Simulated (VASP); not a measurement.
Input of a VASP 6.6.1 run:

POSCAR

```
Zn2Ge2Ru
1.0
    0.0000000000      3.9566167000      0.0000000000
    3.9566167000      0.0000000000      0.0000000000
    1.9783083500      1.9783083500     -5.0984913400
Ge Ru Zn
2 1 2
Direct
    0.3860000000      0.3860000000      0.2280000000
    0.6140000000      0.6140000000      0.7720000000
    0.0000000000      0.0000000000      0.0000000000
    0.7500000000      0.2500000000      0.5000000000
    0.2500000000      0.7500000000      0.5000000000
```

The input INCAR.step1:

```
SYSTEM = Zn2Ge2Ru
ALGO = Normal
EDIFF = 1E-4
ENCUT = 520
GGA = PE
ISMEAR = -5
LASPH = .True.
LCHARG = .False.
LMAXMIX = 4
LREAL = .False.
LWAVE = .True.
NELM = 100
PREC = Accurate
SIGMA = 0.1
```

The input INCAR.step2:

```
SYSTEM = Zn2Ge2Ru
ALGO = Normal
EDIFF = 1E-7
ENCUT = 520
ISIF = 2
ISMEAR = -5
ISTART = 1
LASPH = .True.
LCHARG = .False.
LMAXMIX = 4
LMIXTAU = .True.
LORBIT = 10
LREAL = .False.
LWAVE = .False.
METAGGA = R2SCAN
NELM = 100
PREC = Accurate
SIGMA = 0.1
```

KPOINTS

```
k-points
0
Gamma
  7 7 7
  0 0 0
```

Potentials or basis: VASP PAW PBE potentials, release 64 (Ge_d, Ru_pv, Zn).

Command:

```sh
$ cat potpaw_PBE.64/Ge_d/POTCAR potpaw_PBE.64/Ru_pv/POTCAR potpaw_PBE.64/Zn/POTCAR > POTCAR
$ cp INCAR.step1 INCAR
$ mpirun -np 1 vasp_std > vasp.out
$ cp INCAR.step2 INCAR
$ mpirun -np 1 vasp_std > vasp.out
```

(1) Predict the largest force.

(2) Predict the band gap on the k mesh.

(3) What does it give for the pressure?

## Answers

(1) 1.547 eV/Å.

(2) none (metal or under the smearing width).

(3) 3.8 GPa.

Caveat: the PAW data sets were made with another functional, which shifts forces and pressure a little; tetrahedron occupations give inexact forces and stress in metals.
